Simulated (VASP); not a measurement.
# Al15CoN16 (a cell with a defect) in VASP: notebook

Aim: see how the results for Al15CoN16 (a cell with a defect) move with the level of theory and the settings. Levels: PBEsol, HSE06. Tasks: single point.

Program: VASP 6.6.1. These are calculated values, not measurements. Logs are shortened: lines on timing, memory, paths and dates and some standing lists are left out, and cuts for length are marked.

**1. The crystal as given**

The cell holds a defect, 32 atoms: a = 6.220 Å, b = 6.220 Å, c = 9.960 Å, α = 90.00°, β = 90.00°, γ = 120.00°.

**2. Single point, PBEsol, collinear spin, ferromagnetic start**

The input, INCAR:

```
ALGO     = Normal         # electronic algorithm
EDIFF    = 1E-5           # SCF threshold, eV
ENCUT    = 450            # plane-wave cutoff, eV
GGA      = PS             # functional
ISIF     = 2              # what is computed and relaxed
ISMEAR   = 0              # smearing method
ISPIN    = 2              # spin polarisation
ISYM     = 0            
KPAR     = 4            
LASPH    = True           # aspherical terms in the spheres
LCHARG   = False          # write CHGCAR
LMAXMIX  = 4              # l up to which the mixer works
LORBIT   = 11             # projections on sites
LREAL    = Auto         
LWAVE    = False          # write WAVECAR
MAGMOM   = 2 0 0 0 0 0 0 0 0 0 0 0 0 0 0 0 0 0 0 0 0 0 0 0 0 0 0 0 0 0 0 0 # initial moments
NBANDS   = 93             # bands
NELM     = 120            # most SCF steps
NUPDOWN  = 2              # fixed moment
PREC     = Accurate       # precision mode
SIGMA    = 0.03           # smearing width, eV
```

The input, KPOINTS:

```
k-points
0
Gamma
  3 3 2
```

The input, POSCAR:

```
Al15CoN16                               
1.0
    6.2200008610      0.0000000000      0.0000000000
   -3.1100004305      5.3866787572      0.0000000000
    0.0000000000      0.0000000000      9.9600000000
  Co              Al              N             
     1    15    16
Direct
     0.3347336940401443    0.1677450543209002    0.0020303404667590
     0.3338702708087025    0.1670308890221292    0.4992128747003385
     0.3372740824188699    0.6688215054038185    0.0025294420077130
     0.3344704459782102    0.6671625670947322    0.5004180786774337
     0.8330828131134288    0.1653499363307558    0.0023326531515144
     0.8337563870806194    0.1667965770978786    0.5004930338620766
     0.8335570513888769    0.6689739384284413    0.0022617405180556
     0.8342538290775317    0.6674034430080813    0.5004631443781298
     0.1666485482812472    0.3339489958250196    0.2514005718206485
     0.1672475414577860    0.3344513881215140    0.7488866775780549
     0.1671068254513372    0.8334725577970638    0.2513257336923528
     0.1676185379342625    0.8345304767328575    0.7488261447076591
     0.6670427437035732    0.3340889148218684    0.2513982971380935
     0.6673652387614563    0.3345746911375470    0.7486420548441979
     0.6673910955751585    0.8340007391975734    0.2515508706635651
     0.6673092889715647    0.8343885853793745    0.7502117978099802
     0.3332817865737605    0.1670395876802473    0.1985867587828986
     0.3339891448709544    0.1678333144554312    0.6904806988805526
     0.3342172807681419    0.6672947975262192    0.1924434141703502
     0.3349842413197793    0.6681862932529550    0.6906461977566849
     0.8334806010879888    0.1672596722036061    0.1922991993881357
     0.8334330855000419    0.1667828336739061    0.6907463884924077
     0.8339080233911740    0.6673435067475564    0.1922538285500528
     0.8338041553171558    0.6684025441910227    0.6906864591162811
     0.1666809814809187    0.3341731290288671    0.4421871522989821
     0.1638841267668255    0.3382135273830809    0.9394164686855022
     0.1671496083096814    0.8327576145520483    0.4421274526684248
     0.1644139203489351    0.8266398276736353    0.9393379356035001
     0.6681738815408501    0.3343049152122042    0.4422467545276881
     0.6757357400097946    0.3384285322204533    0.9390372294703266
     0.6675610546330187    0.8337969405129814    0.4415387977480726
     0.6680739740381958    0.8343867039662113    0.9415638078435747
```

Potentials or basis: VASP PAW PBE potentials, release 64 (Co, Al, N).

The run is started by

```bash
cat potpaw_PBE.64/Co/POTCAR potpaw_PBE.64/Al/POTCAR potpaw_PBE.64/N/POTCAR > POTCAR
mpirun -np 4 vasp_std > vasp.out
```

OUTCAR:

```text
EDIFF = 1E-5
   ENCUT = 450
   GGA = PS
   ISIF = 2
   ISMEAR = 0
   ISPIN = 2
   ISYM = 0
   LASPH = True
   LORBIT = 11
   LREAL = Auto
   NELM = 120
   NUPDOWN = 2
   PREC = Accurate

 ion  position               nearest neighbor table
   1  0.335  0.168  0.002-  28 1.94  30 1.94  26 1.94  17 1.96  13 3.06  11 3.07   9 3.07  14 3.10
                            12 3.10  10 3.10   5 3.11   3 3.11   7 3.11   7 3.11   3 3.11   5 3.11
   2  0.334  0.167  0.499-  29 1.89  27 1.89  25 1.89  18 1.91  13 3.05  11 3.05   9 3.05  12 3.06
                            14 3.07  10 3.07   8 3.11   4 3.11   6 3.11   6 3.11   4 3.11   8 3.11
   3  0.337  0.669  0.003-  32 1.88  26 1.89  28 1.89  19 1.89  15 3.05  11 3.06   9 3.07  16 3.08
                             5 3.09   7 3.09  10 3.10  12 3.11   1 3.11   1 3.11   7 3.13   5 3.13
   4  0.334  0.667  0.500-  27 1.88  25 1.89  31 1.89  20 1.89  10 3.06  15 3.06  12 3.06   9 3.06
                            11 3.06  16 3.07   6 3.11   8 3.11   2 3.11   2 3.11   8 3.11   6 3.11
   5  0.833  0.165  0.002-  32 1.88  30 1.89  26 1.89  21 1.89  15 3.06   9 3.06  13 3.07  16 3.08
                             3 3.09   7 3.09  10 3.10  14 3.10   1 3.11   1 3.11   7 3.13   3 3.13
   6  0.834  0.167  0.500-  25 1.89  29 1.89  31 1.89  22 1.89  10 3.06  14 3.06  15 3.06   9 3.06
                            16 3.06  13 3.06   4 3.11   8 3.11   2 3.11   2 3.11   8 3.11   4 3.11
   7  0.834  0.669  0.002-  32 1.88  30 1.89  28 1.89  23 1.89  15 3.06  11 3.06  13 3.07  16 3.08
                             3 3.09   5 3.09  12 3.10  14 3.10   1 3.11   1 3.11   5 3.13   3 3.13
   8  0.834  0.667  0.500-  27 1.88  29 1.89  31 1.89  24 1.89  14 3.05  12 3.06  11 3.06  15 3.06
                            13 3.06  16 3.07   2 3.11   6 3.11   4 3.11   4 3.11   6 3.11   2 3.11
   9  0.167  0.334  0.251-  17 1.87  21 1.89  19 1.89  25 1.90   2 3.05   6 3.06   4 3.06   5 3.06
[... 17 lines left out ...]
  19  0.334  0.667  0.192-  11 1.89  15 1.89   9 1.89   3 1.89
  20  0.335  0.668  0.691-  16 1.89  12 1.89  10 1.89   4 1.89
  21  0.833  0.167  0.192-   9 1.89  13 1.89  15 1.89   5 1.89
  22  0.833  0.167  0.691-  16 1.89  14 1.89  10 1.89   6 1.89
[... 8 lines left out ...]
  31  0.668  0.834  0.442-   6 1.89   4 1.89   8 1.89  15 1.89
  32  0.668  0.834  0.942-   7 1.88   3 1.88   5 1.88  16 1.91

IMPORTANT INFORMATION: All symmetrisations will be switched off!
NOSYMM: (Re-)initialisation of all symmetry stuff for point group C_1.

----------------------------------------------------------------------------------------

                                     Primitive cell

  volume of cell :     333.7113

  direct lattice vectors                    reciprocal lattice vectors
     6.220000861  0.000000000  0.000000000     0.160771682  0.092821574  0.000000000
    -3.110000430  5.386678757  0.000000000     0.000000000  0.185643148  0.000000000
     0.000000000  0.000000000  9.960000000     0.000000000  0.000000000  0.100401606

  length of vectors
     6.220000861  6.220000861  9.960000000     0.185643148  0.185643148  0.100401606

  position of ions in fractional coordinates (direct lattice)
     0.334733694  0.167745054  0.002030340
     0.333870271  0.167030889  0.499212875
     0.337274082  0.668821505  0.002529442
     0.334470446  0.667162567  0.500418079
     0.833082813  0.165349936  0.002332653
     0.833756387  0.166796577  0.500493034
[... 24 lines left out ...]
     0.667561055  0.833796941  0.441538798
     0.668073974  0.834386704  0.941563808

  ion indices of the primitive-cell ions
   primitive index   ion index
                 1           1
                 2           2
                 3           3
                 4           4
                 5           5
                 6           6
[... 24 lines left out ...]
                31          31
                32          32

----------------------------------------------------------------------------------------

 KPOINTS: k-points

Automatic generation of k-mesh.
 Grid dimensions read from file:
 generate k-points for:    3    3    2

 Generating k-lattice:

  Cartesian coordinates                     Fractional coordinates (reciprocal lattice)
     0.053590561  0.030940525  0.000000000     0.333333333 -0.000000000  0.000000000
     0.000000000  0.061881049  0.000000000     0.000000000  0.333333333  0.000000000
     0.000000000  0.000000000  0.050200803     0.000000000  0.000000000  0.500000000

  Length of vectors
     0.061881049  0.061881049  0.050200803

  Shift w.r.t. Gamma in fractional coordinates (k-lattice)
     0.000000000  0.000000000  0.000000000

[... 33 lines left out ...]
   ENCUT  =  450.0 eV  33.07 Ry    5.75 a.u.  10.76 10.76 17.23*2*pi/ulx,y,z
   NELM   =    120;   NELMIN=  2; NELMDL= -5     # of ELM steps
   EDIFF  = 0.1E-04   stopping-criterion for ELM
   LREAL  =      T    real-space projection
   EDIFFG = 0.1E-03   stopping-criterion for IOM
   NSW    =      0    number of steps for IOM
   IBRION =     -1    ionic relax: 0-MD 1-quasi-New 2-CG
   NFREE  =      0    steps in history (QN), initial steepest desc. (CG)
   ISIF   =      2    stress and relaxation
   ISYM   =      0    0-nonsym 1-usesym 2-fastsym
   POTIM  = 0.5000    time-step for ionic-motion
   TEBEG  =    0.0;   TEEND  =   0.0 temperature during run
   PSTRESS=    0.0 pullay stress
   NELECT =     134.0000    total number of electrons
   NUPDOWN=       2.0000    fix difference up-down
   EMIN   =  10.00;   EMAX   =-10.00  energy-range for DOS
   EFERMI =   0.00;   METHOD = LEGACY
   ISMEAR =     0;   SIGMA  =   0.03  broadening in eV -4-tet -1-fermi 0-gaus
   EFERMI_NEDOS =   21; number of points for ismear=-14 and -15
   IALGO  =     38    algorithm
   IMIX   =      4    mixing-type and parameters
     AMIX     =   0.40;   BMIX     =  1.00
     AMIX_MAG =   1.60;   BMIX_MAG =  1.00
  volume/ion in A,a.u.               =      10.43        70.37
  Fermi-wavevector in a.u.,A,eV,Ry     =   1.207775  2.282364 19.847107  1.458721
  Thomas-Fermi vector in A             =   2.343403
   LORBIT       =     11    0 simple, 1 ext, 2 COOP (PROOUT), +10 PAW based schemes
   GGA     = PS    functional components
   LHFCALC =     F    Hartree Fock is set to
   AEXX    =    0.0000 exact exchange contribution
   IVDW    =     0    specifies the selected vdW correction
   LEPSILON=     F    determine dielectric tensor
   LRPA    =     F    only Hartree local field effects (RPA)
 spin polarized calculation
 Gauss-broadening in eV      SIGMA  =   0.03
  energy-cutoff  :      450.00
  volume of cell :      333.71
 maximum number of plane-waves:      7283
 NGX is ok and might be reduce to    48
   NGX = 21   NGY = 21   NGZ = 35

 number of electron     133.9999989 magnetization       2.0000000

 Free energy of the ion-electron system (eV)
  ---------------------------------------------------
  ext. energy  EPLUGINS =         0.00000000
  ---------------------------------------------------
  free energy    TOTEN  =      -248.96412625 eV

  energy without entropy =     -248.96315202  energy(sigma->0) =     -248.96363913

 E-fermi :   7.4289     XC(G=0): -11.1736

 val. band max:        7.2331091211   @ k =   0.0000   0.3333   0.5000
 cond. band min:       7.2180778729   @ k =   0.3333   0.3333   0.5000
 fundamental gap:     -0.0150312482
 Fermi energy:         7.1920726198

 spin component 1

 k-point     1 :       0.0000    0.0000    0.0000
  band No.  band energies     occupation
      1      -9.1405      1.00000
      2      -8.2727      1.00000
      3      -8.2232      1.00000
      4      -7.1828      1.00000
      5      -7.1803      1.00000
      6      -7.1332      1.00000
[... 809 lines left out ...]
     78      13.1830      0.00000
     79      13.1852      0.00000
 Fermi energy:         7.4288867982

 spin component 2

 k-point     1 :       0.0000    0.0000    0.0000
  band No.  band energies     occupation
      1      -9.1229      1.00000
      2      -8.2521      1.00000
      3      -8.2062      1.00000
      4      -7.1683      1.00000
      5      -7.1661      1.00000
      6      -7.1006      1.00000
[... 809 lines left out ...]
     78      13.2144      0.00000
     79      13.2224      0.00000
 [bands above 79 left out]

------------------------ aborting loop because EDIFF is reached ----------------------------------------

  FORCE on cell =-STRESS in cart. coord.  units (eV):
  Direction    XX          YY          ZZ          XY          YZ          ZX
  --------------------------------------------------------------------------------------
  -------------------------------------------------------------------------------------
  Total       -0.4452374     -0.4590510      2.0666335     -0.0388770     -0.0349005     -0.0593622
  in kB       -2.1376241     -2.2039443      9.9220905     -0.1866517     -0.1675603     -0.2850033
  external PRESSURE =       1.8601740 kB  Pullay stress =       0.0000000 kB

 VOLUME and BASIS-vectors are now :
 -----------------------------------------------------------------------------
  energy-cutoff  :      450.00
  volume of cell :      333.71
      direct lattice vectors                 reciprocal lattice vectors
     6.220000861  0.000000000  0.000000000     0.160771682  0.092821574  0.000000000
    -3.110000430  5.386678757  0.000000000     0.000000000  0.185643148  0.000000000
     0.000000000  0.000000000  9.960000000     0.000000000  0.000000000  0.100401606

 POSITION                                       TOTAL-FORCE (eV/Angst)
 -----------------------------------------------------------------------------------
      1.56036      0.90359      0.02022        -0.011123     -0.000637     -0.081538
      1.55721      0.89974      4.97216        -0.005270      0.008685      0.046981
      0.01781      3.60273      0.02519         0.030516      0.026355      0.014871
      0.00553      3.59379      4.98416        -0.003436      0.007765      0.001225
      4.66754      0.89069      0.02323         0.005011     -0.054589      0.022191
      4.66723      0.89848      4.98491        -0.003295      0.003652     -0.001812
[... 24 lines left out ...]
      1.55912      4.49140      4.39773        -0.003528      0.001430      0.003504
      1.56048      4.49457      9.37798        -0.014248      0.000853     -0.009402
 -----------------------------------------------------------------------------------
    total drift:                                0.000884      0.008380      0.014031

  FREE ENERGIE OF THE ION-ELECTRON SYSTEM (eV)
  ---------------------------------------------------
  free  energy   TOTEN  =      -248.9641262503 eV

  energy  without entropy=     -248.9631520184  energy(sigma->0) =     -248.96363913

 total charge

# of ion       s       p       d       tot
------------------------------------------
    1        0.451   0.543   7.236   8.230
    2        0.369   0.443   0.000   0.812
    3        0.372   0.446   0.000   0.818
    4        0.370   0.447   0.000   0.817
    5        0.372   0.446   0.000   0.818
    6        0.370   0.447   0.000   0.817
[... 24 lines left out ...]
   31        1.223   2.619   0.000   3.842
   32        1.223   2.618   0.000   3.842
--------------------------------------------------
tot         25.623  48.810   7.236  81.669

 magnetization (x)

# of ion       s       p       d       tot
------------------------------------------
    1        0.010   0.053   1.552   1.616
    2        0.000   0.001   0.000   0.001
    3        0.002   0.002   0.000   0.004
    4        0.000   0.000   0.000   0.001
    5        0.002   0.002   0.000   0.004
    6        0.000   0.000   0.000   0.001
[... 24 lines left out ...]
   31        0.000   0.002   0.000   0.002
   32       -0.000  -0.000   0.000  -0.000
--------------------------------------------------
tot          0.043   0.163   1.552   1.758
```

Run time: 6.1 min. Hardware: 4 MPI ranks of Intel Xeon Platinum 8488C (Sapphire Rapids), shared host; peak memory 0.71 GiB.

What came out:

```
Free energy                                           : -248.9641 eV
Largest force                                         : 0.463 eV/Å
Net moment                                            : 2.00 μB per cell
Site moments                                          : Co +1.62; Al +0.00; N +0.07, +0.00, -0.00, +0.01 μB
Valence electrons inside the program's atomic spheres : Co 8.23; Al 0.81, 0.82; N 3.80, 3.84, 3.77
```

Forces on the atoms (eV/Å):
```
Co  -0.011 -0.001 -0.082
Al  -0.005  0.009  0.047
Al   0.031  0.026  0.015
Al  -0.003  0.008  0.001
Al   0.005 -0.055  0.022
Al  -0.003  0.004 -0.002
Al  -0.046  0.022  0.029
Al  -0.021  0.002  0.000
Al  -0.066  0.048 -0.031
Al   0.051 -0.029 -0.010
Al  -0.002 -0.084 -0.024
Al  -0.001  0.043 -0.006
Al   0.089  0.042 -0.034
Al  -0.032 -0.028  0.003
Al   0.003  0.005 -0.026
Al   0.015 -0.006  0.030
N    0.012  0.006 -0.290
N    0.001 -0.007 -0.042
N   -0.005 -0.002 -0.005
N   -0.004 -0.015  0.027
N    0.005  0.002  0.004
N    0.011  0.013  0.016
N    0.002 -0.005  0.003
N    0.015 -0.010  0.024
N    0.015 -0.006 -0.020
N    0.380 -0.212  0.131
N   -0.014  0.021 -0.018
N   -0.008  0.430  0.140
N   -0.011 -0.004 -0.029
N   -0.385 -0.221  0.133
N   -0.004  0.001  0.004
N   -0.014  0.001 -0.009
```

Caveat: the k mesh is coarse (spacing up to 0.39 Å⁻¹), so the values aren't converged; the cutoff is under 1.25 times the usual one of these potentials, so pressure, stress and relaxed cells hold a basis-set (Pulay) error; the PAW data sets were made with another functional, which shifts forces and pressure a little; the total moment is fixed, so each spin has its own Fermi level.

[end of part 1 of 3]
